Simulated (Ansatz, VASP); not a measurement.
**TaN: VASP beside Ansatz**

Wanted: the spread between two codes on one cell, functional and k mesh. The cell is taken from a series of runs on this material, whose earlier steps may have relaxed, scaled, displaced or heated it; both programs get it as it stands.

Calculated with Ansatz 0.2.0; plane waves, with VASP 6.6.1 beside it; zone-centre phonons at LDA.

### Step 1. Starting point

The structure is hexagonal, space group P-6m2 (No. 187). Conventional cell: a = 2.896 Å, b = 2.896 Å, c = 2.909 Å, α = 90.00°, β = 90.00°, γ = 120.00°. Nearest to N lie 6 Ta at 2.22 Å. Ta has 6 N at 2.22 Å nearest. Farther neighbours and most contacts between anions are not listed.

### Step 2. VASP: zone-centre phonons, LDA

Second derivatives magnify differences that forces hide, and they need a tight electronic threshold.

Lines of VASP's logs that name or quote its potential files are left out, and so is its time.

Input file INCAR:

```
SYSTEM = TaN
PREC = Accurate
ENCUT = 600
EDIFF = 1E-08
NELM = 120
ISMEAR = 1
SIGMA = 0.2
LREAL = .FALSE.
ALGO = Normal
GGA = PW92
NBANDS = 14
LASPH = .TRUE.
LORBIT = 11
LWAVE = .FALSE.
LCHARG = .FALSE.
ISIF = 2
IBRION = 8
GGA_COMPAT = .FALSE.
KPAR = 2
```

Input file POSCAR:

```
TaN
1.0
    2.8961363971      0.0000000000      0.0000000000
   -1.4480681985      2.5081276927      0.0000000000
    0.0000000000      0.0000000000      2.9087285880
N Ta
1 1
Direct
    0.6666666669      0.3333333331      0.0000000000
    0.0000000002      0.9999999998      0.5000000000
```

Input file KPOINTS:

```
Automatic mesh
0
Gamma
18 18 16
0 0 0
```

The projector-augmented-wave data sets are N and Ta_pv (LDA family, release 64).

Launch:

```
$ mpirun -np 2 vasp_std
```

Numbers of over 12 decimals in the logs are rounded to 6 here.

Output:

```text
[banner, memory and clock lines left out]
running    2 mpi-ranks, on    1 nodes
 distrk:  each k-point on    1 cores,    2 groups
 distr:  one band on    1 cores,    1 groups

 POSCAR found type information on POSCAR N Ta
 POSCAR found :  2 types and       2 ions
|                                                                             |
|               ----> ADVICE to this user running VASP <----                  |
|                                                                             |
|     You enforced a specific xc type in the INCAR file but a different       |
|     [... a line on the potential file left out ...]
|     I HOPE YOU KNOW WHAT YOU ARE DOING!                                     |
|                                                                             |

 LDA part: xc-table for (Slater(with rela. corr.)+PW92), standard interpolation
 POSCAR, INCAR and KPOINTS ok, starting setup
 FFT: planning ... GRIDC
 FFT: planning ... GRID_SOFT
 FFT: planning ... GRID
 WAVECAR not read
 entering main loop
       N       E                     dE             d eps       ncg     rms          rms(c)
DAV:   1     0.989175027279E+02    0.98918E+02   -0.98028E+03  9332   0.133E+03
DAV:   2    -0.239140763223E+02   -0.12283E+03   -0.11646E+03 11382   0.332E+02
DAV:   3    -0.272435126886E+02   -0.33294E+01   -0.33105E+01 10590   0.511E+01
DAV:   4    -0.272588269445E+02   -0.15314E-01   -0.15311E-01 11268   0.385E+00
DAV:   5    -0.272589364390E+02   -0.10949E-03   -0.10949E-03 10890   0.302E-01    0.241E+01
DAV:   6    -0.248699522029E+02    0.23890E+01   -0.46621E+00 10212   0.252E+01    0.102E+01
DAV:   7    -0.247461913010E+02    0.12376E+00   -0.39037E-01 12510   0.595E+00    0.705E+00
DAV:   8    -0.247100626680E+02    0.36129E-01   -0.15107E-01 12342   0.346E+00    0.128E+00
DAV:   9    -0.247054853272E+02    0.45773E-02   -0.10683E-02 10014   0.885E-01    0.172E-01
DAV:  10    -0.247052734672E+02    0.21186E-03   -0.70803E-04 12102   0.308E-01    0.928E-02
DAV:  11    -0.247052521675E+02    0.21300E-04   -0.38052E-05 10380   0.629E-02    0.146E-02
DAV:  12    -0.247052521981E+02   -0.30675E-07   -0.22778E-06 12186   0.148E-02    0.264E-03
DAV:  13    -0.247052521771E+02    0.21049E-07   -0.11334E-07 10752   0.294E-03    0.130E-03
DAV:  14    -0.247052521713E+02    0.58076E-08   -0.16018E-08  9394   0.121E-03
   1 F= -.24705252E+02 E0= -.24705395E+02  d E =0.429559E-03
 Linear response reoptimize wavefunctions to high precision
DAV:   1    -0.247052521711E+02    0.16234E-09   -0.58176E-10  7824   0.245E-04
DAV:   2    -0.247052521711E+02   -0.18190E-11   -0.41449E-11  6750   0.665E-05
 Linear response DOF=           4
 Linear response progress:
  Degree of freedom:   1/  4
       N       E                     dE             d eps       ncg     rms          rms(c)
RMM:   1    -0.230060237220E+00   -0.23006E+00    0.10301E-01 92949   0.284E+00
RMM:   2    -0.223698063917E+00    0.63622E-02   -0.37274E-03 70226   0.472E-01    0.176E-01
RMM:   3    -0.224560094774E+00   -0.86203E-03   -0.64426E-04 67379   0.165E-01    0.958E-02
RMM:   4    -0.225803234835E+00   -0.12431E-02   -0.33361E-04 67922   0.115E-01    0.255E-02
RMM:   5    -0.225870636903E+00   -0.67402E-04   -0.10757E-05 76926   0.245E-02    0.220E-03
RMM:   6    -0.225872170297E+00   -0.15334E-05   -0.88298E-07 77643   0.512E-03    0.657E-04
RMM:   7    -0.225865675331E+00    0.64950E-05   -0.10342E-07 78598   0.153E-03    0.272E-04
RMM:   8    -0.225867528372E+00   -0.18530E-05   -0.31670E-08 78404   0.464E-04    0.912E-05
RMM:   9    -0.225866803977E+00    0.72440E-06   -0.52212E-10 76450   0.166E-04    0.166E-05
RMM:  10    -0.225866746717E+00    0.57260E-07   -0.34185E-09 84315   0.551E-05    0.990E-06
RMM:  11    -0.225866802361E+00   -0.55644E-07    0.20566E-09 79416   0.215E-05    0.239E-06
RMM:  12    -0.225866824827E+00   -0.22466E-07   -0.24418E-09 75295   0.115E-05    0.304E-06
RMM:  13    -0.225866816051E+00    0.87759E-08   -0.23313E-09 58947   0.850E-06    0.353E-06
 first order change of Fermi-energy   0.28876E-04
 force on displaced ion       1 direction 1 : -13.387   0.001   0.000
 Linear response progress:
  Degree of freedom:   2/  4
       N       E                     dE             d eps       ncg     rms          rms(c)
RMM:   1    -0.234530964248E+00   -0.23453E+00    0.15841E-01 31640   0.296E+00
RMM:   2    -0.229512217003E+00    0.50187E-02   -0.42226E-03 25147   0.496E-01    0.159E-01
RMM:   3    -0.230270371463E+00   -0.75815E-03   -0.11170E-03 24008   0.198E-01    0.806E-02
RMM:   4    -0.231515904231E+00   -0.12455E-02   -0.50529E-04 24574   0.130E-01    0.225E-02
RMM:   5    -0.231641962400E+00   -0.12606E-03   -0.19601E-05 26138   0.338E-02    0.404E-03
RMM:   6    -0.231648542903E+00   -0.65805E-05   -0.14550E-06 26678   0.824E-03    0.995E-04
RMM:   7    -0.231639078754E+00    0.94641E-05   -0.14575E-07 25437   0.236E-03    0.310E-04
RMM:   8    -0.231640532410E+00   -0.14537E-05   -0.20962E-08 28490   0.705E-04    0.120E-04
RMM:   9    -0.231641407566E+00   -0.87516E-06   -0.12330E-09 27079   0.206E-04    0.232E-05
RMM:  10    -0.231641227435E+00    0.18013E-06   -0.82736E-09 27783   0.638E-05    0.584E-06
RMM:  11    -0.231641250007E+00   -0.22572E-07    0.13419E-09 27538   0.220E-05    0.134E-06
RMM:  12    -0.231641258632E+00   -0.86245E-08   -0.13572E-09 26451   0.102E-05    0.568E-07
 first order change of Fermi-energy  -0.76180E-04
 force on displaced ion       1 direction 3 :   0.000   0.000 -13.820
 Linear response progress:
  Degree of freedom:   3/  4
       N       E                     dE             d eps       ncg     rms          rms(c)
RMM:   1    -0.129716860748E+00   -0.12972E+00    0.11612E+01 42106   0.247E+01
RMM:   2    -0.158563307356E+00   -0.28846E-01   -0.26163E-02 63806   0.148E+00    0.179E-01
RMM:   3    -0.157274070691E+00    0.12892E-02   -0.27701E-03 73653   0.348E-01    0.982E-02
RMM:   4    -0.156453299330E+00    0.82077E-03   -0.37552E-04 82112   0.124E-01    0.385E-02
RMM:   5    -0.156142949004E+00    0.31035E-03   -0.68808E-05 83206   0.327E-02    0.667E-03
RMM:   6    -0.156149107514E+00   -0.61585E-05   -0.64129E-05 78789   0.127E-02    0.136E-03
RMM:   7    -0.156148859189E+00    0.24832E-06   -0.41815E-05 86601   0.398E-03    0.408E-04
RMM:   8    -0.156151345270E+00   -0.24861E-05   -0.23904E-05 93217   0.152E-03    0.153E-04
RMM:   9    -0.156152234950E+00   -0.88968E-06   -0.11942E-05 81143   0.616E-04    0.435E-05
RMM:  10    -0.156152604311E+00   -0.36936E-06   -0.59477E-06 88950   0.292E-04    0.204E-05
RMM:  11    -0.156152703282E+00   -0.98971E-07   -0.28444E-06 92327   0.132E-04    0.726E-06
RMM:  12    -0.156152676918E+00    0.26364E-07   -0.15844E-06 82046   0.736E-05    0.322E-06
RMM:  13    -0.156152684431E+00   -0.75133E-08   -0.88003E-07 84818   0.394E-05    0.295E-06
RMM:  14    -0.156152730390E+00   -0.45959E-07   -0.49077E-07 78827   0.267E-05    0.141E-06
RMM:  15    -0.156152717195E+00    0.13195E-07   -0.24912E-07 70492   0.162E-05    0.315E-07
RMM:  16    -0.156152727624E+00   -0.10428E-07   -0.14879E-07 58431   0.110E-05    0.384E-07
RMM:  17    -0.156152724971E+00    0.26527E-08   -0.76445E-08 42547   0.828E-06    0.989E-08
 first order change of Fermi-energy  -0.61349E-04
 force on displaced ion       2 direction 1 : -13.384   0.000   0.000
 Linear response progress:
  Degree of freedom:   4/  4
       N       E                     dE             d eps       ncg     rms          rms(c)
RMM:   1    -0.154074421296E+00   -0.15407E+00    0.98752E+00 14944   0.239E+01
RMM:   2    -0.182596837890E+00   -0.28522E-01   -0.28912E-02 21919   0.150E+00    0.135E-01
RMM:   3    -0.182088009013E+00    0.50883E-03   -0.22119E-03 26007   0.303E-01    0.724E-02
RMM:   4    -0.181680318281E+00    0.40769E-03   -0.18512E-04 27351   0.925E-02    0.223E-02
RMM:   5    -0.181570951742E+00    0.10937E-03   -0.29857E-05 28543   0.264E-02    0.654E-03
RMM:   6    -0.181548382746E+00    0.22569E-04   -0.26513E-05 26962   0.102E-02    0.637E-04
RMM:   7    -0.181550371178E+00   -0.19884E-05   -0.22449E-05 29868   0.312E-03    0.345E-04
RMM:   8    -0.181553422511E+00   -0.30513E-05   -0.15654E-05 28648   0.129E-03    0.753E-05
RMM:   9    -0.181554083928E+00   -0.66142E-06   -0.81840E-06 29970   0.524E-04    0.296E-05
RMM:  10    -0.181554346448E+00   -0.26252E-06   -0.51331E-06 29784   0.261E-04    0.682E-06
RMM:  11    -0.181554463657E+00   -0.11721E-06   -0.27560E-06 30276   0.142E-04    0.360E-06
RMM:  12    -0.181554467597E+00   -0.39405E-08   -0.16384E-06 30365   0.806E-05    0.566E-06
RMM:  13    -0.181554440942E+00    0.26656E-07   -0.10036E-06 26793   0.498E-05    0.859E-06
RMM:  14    -0.181554410187E+00    0.30755E-07   -0.60903E-07 28194   0.346E-05    0.117E-05
RMM:  15    -0.181554361760E+00    0.48427E-07   -0.37966E-07 27949   0.261E-05    0.156E-05
RMM:  16    -0.181554355540E+00    0.62198E-08   -0.24208E-07 27730   0.157E-05    0.164E-05
RMM:  17    -0.181554415223E+00   -0.59683E-07   -0.14670E-07 32339   0.172E-05    0.125E-05
RMM:  18    -0.181554473312E+00   -0.58089E-07   -0.82042E-08 33654   0.150E-05    0.860E-06
RMM:  19    -0.181554524301E+00   -0.50989E-07   -0.46266E-08 32184   0.125E-05    0.523E-06
RMM:  20    -0.181554557691E+00   -0.33391E-07   -0.24941E-08 29635   0.969E-06    0.299E-06
RMM:  21    -0.181554573286E+00   -0.15595E-07   -0.12584E-08 27915   0.706E-06    0.196E-06
RMM:  22    -0.181554587296E+00   -0.14009E-07   -0.76436E-09 26542   0.640E-06    0.101E-06
RMM:  23    -0.181554596396E+00   -0.90999E-08   -0.41406E-09 25012   0.573E-06    0.403E-07
 first order change of Fermi-energy  -0.10350E-02
 force on displaced ion       2 direction 3 :  -0.000  -0.000 -13.815
 Linear response finished
```

From OUTCAR (step 2):

```text
ion  position               nearest neighbor table
   1  0.667  0.333  0.000-   2 2.22   2 2.22   2 2.22   2 2.22   2 2.22   2 2.22
   2  0.000  1.000  0.500-   1 2.22   1 2.22   1 2.22   1 2.22   1 2.22   1 2.22

  LATTYP: Found a hexagonal cell.
 ALAT       =     2.8961363971
 C/A-ratio  =     1.0043479274

 Subroutine GETGRP returns: Found 12 space group operations
 (whereof 12 operations were pure point group operations)

The static configuration has the point symmetry D_3h.

 Found    333 irreducible k-points:

   k-points           NKPTS =    333   k-points in BZ     NKDIM =    333   number of bands    NBANDS=     14

   dimension x,y,z NGX =    24 NGY =   24 NGZ =   24
   dimension x,y,z NGXF=    48 NGYF=   48 NGZF=   48

   ENCUT  =  600.0 eV  44.10 Ry    6.64 a.u.   5.78  5.78  5.81*2*pi/ulx,y,z

   NELECT =      16.0000    total number of electrons

 k-points in reciprocal lattice and weights: Automatic mesh
   0.00000000  0.00000000  0.00000000       0.000
   0.05555556 -0.00000000  0.00000000       0.001
   0.11111111 -0.00000000  0.00000000       0.001
   0.16666667 -0.00000000  0.00000000       0.001
   0.22222222 -0.00000000  0.00000000       0.001
   0.27777778 -0.00000000  0.00000000       0.001
   0.33333333 -0.00000000  0.00000000       0.001
   0.38888889 -0.00000000  0.00000000       0.001
   0.44444444 -0.00000000  0.00000000       0.001
[...]
0.33333333  0.27777778  0.50000000       0.002
   0.33333333  0.33333333  0.50000000       0.000

 average (electrostatic) potential at core
       1 -61.1667       2 -35.2274

  Total        0.1898240      0.1898240     -1.8843744      0.0000000     -0.0000000      0.0000000
  in kB       14.3942739     14.3942739   -142.8913423      0.0000000     -0.0000000      0.0000000
  external PRESSURE =     -38.0342648 kB  Pullay stress =       0.0000000 kB

  energy-cutoff  :      600.00
  volume of cell :       21.13
      direct lattice vectors                 reciprocal lattice vectors
     2.896136397  0.000000000  0.000000000     0.345287605  0.199351892  0.000000000
    -1.448068198  2.508127693  0.000000000     0.000000000  0.398703783  0.000000000
     0.000000000  0.000000000  2.908728588     0.000000000  0.000000000  0.343792819

 POSITION                                       TOTAL-FORCE (eV/Angst)
 -----------------------------------------------------------------------------------
      1.44807      0.83604      0.00000         0.000000      0.000000      0.000000
     -1.44807      2.50813      1.45436        -0.000000     -0.000000      0.000000
 -----------------------------------------------------------------------------------
    total drift:                               -0.000001      0.000000      0.000000

 Eigenvectors and eigenvalues of the dynamical matrix
 ----------------------------------------------------

   1 f  =   16.121326 THz   101.293280 2PiTHz  537.749560 cm-1    66.672418 meV
             X         Y         Z           dx          dy          dz
      1.448068  0.836043  0.000000    -0.000000   -0.000000   -0.963433
     -1.448068  2.508128  1.454364     0.000000    0.000000    0.267951

   2 f  =   15.867209 THz    99.696613 2PiTHz  529.273116 cm-1    65.621473 meV
             X         Y         Z           dx          dy          dz
      1.448068  0.836043  0.000000     0.764006    0.586934   -0.000000
     -1.448068  2.508128  1.454364    -0.212496   -0.163246    0.000000

   3 f  =   15.867209 THz    99.696613 2PiTHz  529.273116 cm-1    65.621473 meV
             X         Y         Z           dx          dy          dz
      1.448068  0.836043  0.000000    -0.586934    0.764006    0.000000
     -1.448068  2.508128  1.454364     0.163246   -0.212496    0.000000

   4 f/i=    0.000468 THz     0.002943 2PiTHz    0.015623 cm-1     0.001937 meV
             X         Y         Z           dx          dy          dz
      1.448068  0.836043  0.000000    -0.008908   -0.267814   -0.000000
     -1.448068  2.508128  1.454364    -0.032026   -0.962897    0.000000

   5 f/i=    0.000468 THz     0.002943 2PiTHz    0.015623 cm-1     0.001937 meV
             X         Y         Z           dx          dy          dz
      1.448068  0.836043  0.000000     0.267814   -0.008908    0.000000
     -1.448068  2.508128  1.454364     0.962897   -0.032026    0.000000

   6 f/i=    0.000659 THz     0.004141 2PiTHz    0.021985 cm-1     0.002726 meV
             X         Y         Z           dx          dy          dz
      1.448068  0.836043  0.000000    -0.000000   -0.000000   -0.267951
     -1.448068  2.508128  1.454364     0.000000    0.000000   -0.963433

 ELASTIC MODULI CONTR FROM IONIC RELAXATION (kBar)
 Direction    XX          YY          ZZ          XY          YZ          ZX
 --------------------------------------------------------------------------------
 XX          -5.7233      5.7233      0.0000     -0.0000     -0.0000      0.0000
 YY           5.7233     -5.7233      0.0000     -0.0000      0.0000     -0.0000
 ZZ           0.0000      0.0000     -0.0000      0.0000      0.0000     -0.0000
 XY          -0.0000     -0.0000      0.0000     -5.7233     -0.0000      0.0000
 YZ          -0.0000      0.0000      0.0000     -0.0000     -0.0000     -0.0000
 ZX           0.0000     -0.0000     -0.0000      0.0000     -0.0000     -0.0000
 --------------------------------------------------------------------------------
```

(Continued in part 2 of 2.)

[Lines on the potential files, build, host, timing and source positions are cut from VASP's logs without a mark.]

[Logs are printed without paths, hosts, clocks, repeated set-up lines and the standing remarks that a program may print on its own settings, such as how far it seeks lower states.]

[Hosts, paths, dates, database ids (printed as entryN), source tags and the programs' standing remarks are cut or masked in the printed files.]
